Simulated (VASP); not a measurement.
Consider the following.

```yaml
crystal:
  lattice:
    - [0.00000, 2.75934, 2.75934]
    - [2.75934, 0.00000, 2.75934]
    - [2.75934, 2.75934, 0.00000]
  atoms:
    - { symbol: Sn, position: [0.50000, 0.50000, 0.50000] }
    - { symbol: P, position: [0.00000, 0.00000, 0.00000] }
```

These are PBEsol GGA, VASP's PBE PAW potentials (set 64) (plane waves; VASP) values and carry that method's errors. Run with 400 eV cut-off, Gaussian smearing of 0.050 eV, potentials Sn_d P.

### Question
Give the energies of bands 7 to 12 at the high-symmetry points, in eV from the Fermi level.

### Answer

```tsv
band	Γ	X	U	L	W
7	-1.68	-6.34	-7.41	-8.84	-7.24
8	-1.36	-5.30	-5.78	-0.92	-5.28
9	-1.36	-3.64	-2.98	-0.92	-5.28
10	-1.36	-3.64	-1.84	1.00	0.80
11	5.66	2.33	4.17	1.27	2.41
12	5.66	7.88	5.04	1.27	5.58
```

It has no gap at this level: it comes out as a metal or semimetal.

The structure comes from a computed database's SnP entry (Fm-3m); how it stands against other phases isn't given here. It was relaxed first. The electron count is odd and the run is not spin-polarised, which forces a metal.
